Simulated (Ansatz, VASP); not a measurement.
**One calculation of Cu4Sn3, two programs**

```
CELL_PARAMETERS angstrom
6.50083 -3.72629 0.00000
6.50083 3.72629 0.00000
0.00000 0.00000 5.20788
ATOMIC_POSITIONS crystal
Cu 0.00000 0.00000 0.00000
Cu 0.00000 0.00000 0.50000
Cu 0.34780 0.34780 0.50000
Cu 0.34780 0.34780 0.00000
Cu 0.68420 0.31580 0.75000
Cu 0.31580 0.68420 0.25000
Cu 0.65220 0.65220 0.00000
Cu 0.65220 0.65220 0.50000
Sn 0.03459 0.33426 0.75000
Sn 0.66574 0.96541 0.75000
Sn 0.31070 0.68930 0.75000
Sn 0.96541 0.66574 0.25000
Sn 0.33426 0.03459 0.25000
Sn 0.68930 0.31070 0.25000
```

Alike in both runs: functional PBE; k mesh 3 × 3 × 3; occupations gaussian, width 0.2 eV; no spin polarisation.

Ansatz relaxed the structure, and its values are those at the end. VASP's run is a single point on that final structure, the one shown.

```csv
,VASP,Ansatz
version,VASP 6.6.1,Ansatz 0.2.0
potentials or method,"VASP PAW PBE potentials, release 64 (Cu, Sn_d)","scalar-relativistic, plane waves, PAW"
plane-wave cutoff (eV),520,420
valence electrons in the cell,172,236
```

|  | VASP | Ansatz | Ansatz less VASP |
| --- | --- | --- | --- |
| gap on the k mesh at the Fermi level (eV) | none | none | - |
| pressure (GPa) | 0.5 | 0.3 | -0.17 |
| rms of the force components (eV/Å) | 0.019 | 0.020 | +0.0005 |

A gap of «none» marks a metal or a gap that the smearing closes. The functional is the same, so the differences come from potentials, cutoffs and numerics. The two sets of potentials don't hold the same shells in valence.

Caveats: the k mesh is coarse (spacing up to 0.40 Å⁻¹), so the values aren't converged.
